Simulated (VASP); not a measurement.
Here is the system:

```
CELL_PARAMETERS angstrom
      3.97664     0.00000     0.00000
     -1.98832     3.44387     0.00000
      0.00000     0.00000     5.02854
ATOMIC_POSITIONS crystal
  Ni 0.66667 0.33333 0.25000
  Ni 0.33333 0.66667 0.75000
  Ni 0.00000 0.00000 0.00000
  Ni 0.00000 0.00000 0.50000
  Ge 0.66667 0.33333 0.75000
  Ge 0.33333 0.66667 0.25000
```

Calculation: r2SCAN meta-GGA, VASP's PBE PAW potentials (set 64) (plane waves; VASP 6.6.1). Settings: 400 eV cut-off, 10×10×7 Γ-centred mesh, tetrahedra with Blöchl corrections, potentials Ni Ge_d.

Task: Predict the energy per atom (σ→0), band gap (over mesh and band path) with the smallest direct gap where there is one.

Result: 
```json
{
 "band gap (over mesh and band path)": "none (metal, semimetal or under 0.01 eV)",
 "energy per atom (σ→0)": "-12836 meV/atom"
}
```

The absolute energy has meaning only against runs of the same code, potentials and settings.

The structure comes from a computed database's Ni2Ge entry (P6_3/mmc); how it stands against other phases isn't given here. It was relaxed first. The run is not spin-polarised, so no magnetic state was tried.
